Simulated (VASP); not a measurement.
All values below come from r2SCAN meta-GGA, VASP's PBE PAW potentials (set 64) (plane waves; VASP 6.6.1).

A VASP calculation is set up with these files.

**POSCAR**
```
HfO2
1
    3.5609580224     0.0000000000     0.0000000000
    0.0000000000     3.5609580224     0.0000000000
    0.0000000000     0.0000000000     5.1732206525
Hf O
2 4
Direct
  0.5000000000   0.5000000000   0.5000000000
  0.0000000000   0.0000000000   0.0000000000
  0.0000000000   0.5000000000   0.6968782093
  0.0000000000   0.5000000000   0.1968782093
  0.5000000000   0.0000000000   0.8031217907
  0.5000000000   0.0000000000   0.3031217907
```

INCAR:
```
# general
SYSTEM =HfO2
PREC   =Accurate
ENCUT  =520
LREAL  =.FALSE.
LASPH  =.TRUE.

# electronic loop
EDIFF  =1E-7
NELM   =100
ALGO   =Normal
LMAXMIX=6
LMIXTAU=.TRUE.

# smearing
ISMEAR =-5

# functional
METAGGA=R2SCAN

# ions
ISIF   =2

# output
LWAVE  =.FALSE.
LCHARG =.FALSE.
LORBIT =11
NEDOS  =601

# other
LEFG   =.TRUE.
```

File KPOINTS_OPT:
```
k-points along high-symmetry lines
6
Line-mode
Reciprocal
  0.000000   0.000000   0.000000 ! GAMMA
  0.000000   0.500000   0.000000 ! X

  0.000000   0.500000   0.000000 ! X
  0.500000   0.500000   0.000000 ! M

  0.500000   0.500000   0.000000 ! M
  0.000000   0.000000   0.000000 ! GAMMA

  0.000000   0.000000   0.000000 ! GAMMA
  0.000000   0.000000   0.500000 ! Z

  0.000000   0.000000   0.500000 ! Z
  0.000000   0.500000   0.500000 ! R

  0.000000   0.500000   0.500000 ! R
  0.500000   0.500000   0.500000 ! A

  0.500000   0.500000   0.500000 ! A
  0.000000   0.000000   0.500000 ! Z

  0.000000   0.500000   0.000000 ! X
  0.000000   0.500000   0.500000 ! R

  0.500000   0.500000   0.000000 ! M
  0.500000   0.500000   0.500000 ! A
```

File KPOINTS:
```
kpoints
0
Gamma
  7 7 5
```

POTCAR, in this order: Hf_pv O (PBE.64 set). Program: vasp_std.

What VASP printed:

### OUTCAR
```
 ion  position               nearest neighbor table
   1  0.500  0.500  0.500-   3 2.05   6 2.05   6 2.05   3 2.05   5 2.37   5 2.37   4 2.37   4 2.37
                             2 3.61   2 3.61   2 3.61   2 3.61   2 3.61   2 3.61   2 3.61   2 3.61
   2  0.000  0.000  0.000-   4 2.05   5 2.05   4 2.05   5 2.05   3 2.37   3 2.37   6 2.37   6 2.37
                             1 3.61   1 3.61   1 3.61   1 3.61   1 3.61   1 3.61   1 3.61   1 3.61
   3  0.000  0.500  0.697-   1 2.05   1 2.05   2 2.37   2 2.37
   4  0.000  0.500  0.197-   2 2.05   2 2.05   1 2.37   1 2.37
   5  0.500  0.000  0.803-   2 2.05   2 2.05   1 2.37   1 2.37
   6  0.500  0.000  0.303-   1 2.05   1 2.05   2 2.37   2 2.37
  LATTYP: Found a simple tetragonal cell.
 ALAT       =     3.5609580224
 C/A-ratio  =     1.4527609199
 Subroutine PRICEL returns:
 Original cell was already a primitive cell.
 Subroutine GETGRP returns: Found 16 space group operations
The static configuration has the point symmetry D_2d.
 The point group associated with its full space group is D_4h.
The dynamic configuration has the point symmetry D_2d.
 Subroutine INISYM returns: Found 16 space group operations
 Subroutine IBZKPT returns following result:
 Found     30 irreducible k-points:

 Following reciprocal coordinates:
            Coordinates               Weight
  0.000000  0.000000  0.000000      1.000000
...
```

OSZICAR:
```
       N       E                     dE             d eps       ncg     rms          rms(c)
DAV:   1     0.188666162461E+03    0.18867E+03   -0.26688E+04  1560   0.174E+03
DAV:   2    -0.147751100541E+03   -0.33642E+03   -0.33125E+03  2008   0.413E+02
DAV:   3    -0.160932609496E+03   -0.13182E+02   -0.13159E+02  1856   0.794E+01
DAV:   4    -0.161063609505E+03   -0.13100E+00   -0.13092E+00  2086   0.864E+00
DAV:   5    -0.161064934291E+03   -0.13248E-02   -0.13243E-02  1970   0.785E-01    0.827E+01
DAV:   6    -0.140096982014E+03    0.20968E+02   -0.40950E+01  1880   0.378E+01    0.626E+01
DAV:   7    -0.137570483373E+03    0.25265E+01   -0.42224E+00  1900   0.162E+01    0.227E+01
DAV:   8    -0.142472934355E+03   -0.49025E+01   -0.29114E+00  1652   0.144E+01    0.760E+00
DAV:   9    -0.135762791930E+03    0.67101E+01   -0.27589E+00  1598   0.110E+01    0.725E+00
DAV:  10    -0.137192063563E+03   -0.14293E+01   -0.12428E+00  1588   0.869E+00    0.220E+00
DAV:  11    -0.137187567921E+03    0.44956E-02   -0.15283E-02  1916   0.112E+00    0.863E-01
DAV:  12    -0.137259436890E+03   -0.71869E-01   -0.89907E-03  1580   0.912E-01    0.330E-01
DAV:  13    -0.137302061207E+03   -0.42624E-01   -0.17604E-02  1568   0.127E+00    0.313E-01
DAV:  14    -0.137301560457E+03    0.50075E-03   -0.59934E-04  2008   0.241E-01    0.324E-01
DAV:  15    -0.137305274526E+03   -0.37141E-02   -0.10057E-03  1568   0.329E-01    0.605E-02
DAV:  16    -0.137305309244E+03   -0.34719E-04   -0.18934E-04  1576   0.108E-01    0.620E-02
DAV:  17    -0.137305414718E+03   -0.10547E-03   -0.17829E-05  1604   0.483E-02    0.444E-02
DAV:  18    -0.137305507591E+03   -0.92873E-04   -0.55316E-05  1564   0.659E-02    0.206E-02
DAV:  19    -0.137305515263E+03   -0.76711E-05   -0.66542E-06  1828   0.227E-02    0.130E-02
DAV:  20    -0.137305513054E+03    0.22083E-05   -0.12390E-06  1620   0.110E-02    0.800E-03
DAV:  21    -0.137305515867E+03   -0.28129E-05   -0.10393E-06  1572   0.949E-03    0.132E-03
DAV:  22    -0.137305515874E+03   -0.70995E-08   -0.46977E-08   982   0.224E-03
   1 F= -.13730552E+03 E0= -.13730552E+03  d E =0.000000E+00
       N       E                     dE             ncg
       N       E                     dE             ncg
```

File OUTCAR:
```
------------------------ aborting loop because EDIFF is reached ----------------------------------------
  FORCE on cell =-STRESS in cart. coord.  units (eV):
  Direction    XX          YY          ZZ          XY          YZ          ZX
  --------------------------------------------------------------------------------------
  Total        0.0005015      0.0005015     -0.0037497      0.0000000      0.0000000      0.0000000
  in kB        0.0122477      0.0122477     -0.0915814      0.0000000      0.0000000      0.0000000
  external PRESSURE =      -0.0223620 kB  Pullay stress =       0.0000000 kB
  volume of cell :       65.60
      direct lattice vectors                 reciprocal lattice vectors
     3.560958022  0.000000000  0.000000000     0.280823305  0.000000000  0.000000000
     0.000000000  3.560958022  0.000000000     0.000000000  0.280823305  0.000000000
     0.000000000  0.000000000  5.173220653     0.000000000  0.000000000  0.193303179
 POSITION                                       TOTAL-FORCE (eV/Angst)
 -----------------------------------------------------------------------------------
      1.78048      1.78048      2.58661         0.000000      0.000000     -0.000000
      0.00000      0.00000      0.00000        -0.000000     -0.000000     -0.000000
      0.00000      1.78048      3.60510        -0.000000      0.000000     -0.001537
      0.00000      1.78048      1.01849        -0.000000     -0.000000     -0.001537
      1.78048      0.00000      4.15473        -0.000000     -0.000000      0.001537
      1.78048      0.00000      1.56812         0.000000     -0.000000      0.001537
 -----------------------------------------------------------------------------------
    total drift:                                0.000000      0.000000     -0.000000
  FREE ENERGIE OF THE ION-ELECTRON SYSTEM (eV)
  ---------------------------------------------------
  free  energy   TOTEN  =      -137.3055158742 eV

  energy  without entropy=     -137.3055158742  energy(sigma->0) =     -137.30551587

 total charge

# of ion       s       p       d       tot
------------------------------------------
    1        0.317   6.602   1.434   8.353
    2        0.317   6.602   1.434   8.353
    3        1.569   3.588   0.000   5.156
    4        1.569   3.588   0.000   5.156
    5        1.569   3.588   0.000   5.156
    6        1.569   3.588   0.000   5.156
--------------------------------------------------
tot          6.909  27.555   2.868  37.332

 Electric field gradients after diagonalization (V/A^2)
 (convention: |V_zz| > |V_xx| > |V_yy|)
----------------------------------------------------------------------
 ion       V_xx      V_yy      V_zz     asymmetry (V_yy - V_xx)/ V_zz
----------------------------------------------------------------------
   1     -63.193   -63.193   126.386       0.000
   2     -63.193   -63.193   126.386       0.000
   3      -5.435    -5.025    10.460       0.039
   4      -5.435    -5.025    10.460       0.039
   5      -5.435    -5.025    10.460       0.039
   6      -5.435    -5.025    10.460       0.039
```
(Selected blocks of OUTCAR.)

The structure comes from a computed database's HfO2 entry (P4_2/nmc); how it stands against other phases isn't given here. It was relaxed first.
